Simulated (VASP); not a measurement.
An input for Quantum ESPRESSO's pw.x (written as the equivalent of a VASP run, and not itself run):

```
&CONTROL
  calculation = 'vc-relax'
  pseudo_dir = './pseudo'
  outdir = './out'
  tprnfor = .true.
  tstress = .true.
  nstep = 60
  forc_conv_thr = 0.00039
/
&SYSTEM
  ibrav = 0
  nat = 2
  ntyp = 2
  ecutwfc = 66
  occupations = 'smearing'
  smearing = 'methfessel-paxton'
  degauss = 0.00735
  input_dft = 'pbesol'
/
&ELECTRONS
  conv_thr = 7.3e-08
  electron_maxstep = 100
/
&IONS
/
&CELL
/
ATOMIC_SPECIES
  Zr 91.224 Zr.upf
  S 32.060 S.upf
CELL_PARAMETERS angstrom
    -0.0000000    2.8418501    2.8418501
     2.8418501    0.0000000    2.8418501
     2.8418501    2.8418501    0.0000000
ATOMIC_POSITIONS crystal
  Zr   0.0000000  0.0000000  0.0000000
  S    0.2500000  0.2500000  0.2500000
K_POINTS automatic
  10 10 10 0 0 0
```

**Question.** Translate this input to VASP (INCAR, KPOINTS, POSCAR, choice of POTCAR).

**Answer.** This is not unique; one that fits is 
### KPOINTS
```
kpoints
0
G
  10 10 10
0 0 0
```

INCAR:
```
SYSTEM = ZrS
PREC = Accurate; ENCUT = 400; LREAL = .FALSE.
LASPH = .TRUE.
EDIFF = 1E-6; NELM = 100; ALGO = Normal
LMAXMIX = 4
ISMEAR = 1; SIGMA = 0.1
GGA = PS
IBRION = 2; NSW = 60; ISIF = 3
EDIFFG = -0.01
LWAVE = .FALSE.; LCHARG = .FALSE.
```

POSCAR:
```
ZrS
1
   -0.0000000000     2.8418501420     2.8418501420
    2.8418501420     0.0000000000     2.8418501420
    2.8418501420     2.8418501420     0.0000000000
Zr S
1 1
Direct
  0.0000000000   0.0000000000   0.0000000000
  0.2500000000   0.2500000000   0.2500000000
```

POTCAR, in this order: Zr_sv S (PBE.64 set). Program: vasp_std.

The two are equivalent in intent, not identical: the potentials are each code's own (VASP's PAW set, PseudoDojo norm-conserving files in pw.x), so ENCUT and ecutwfc are chosen apart and not converted; conv_thr bounds pw.x's estimated SCF error, while EDIFF bounds the energy change between steps; forc_conv_thr acts on force components and is met together with etot_conv_thr.

The structure was generated: ZrS was put into the zinc blende type (F-43m), which need not be its known phase. This run relaxes it. Symmetry was kept, so distortions that lower it aren't found. The start is the result of an earlier pass.
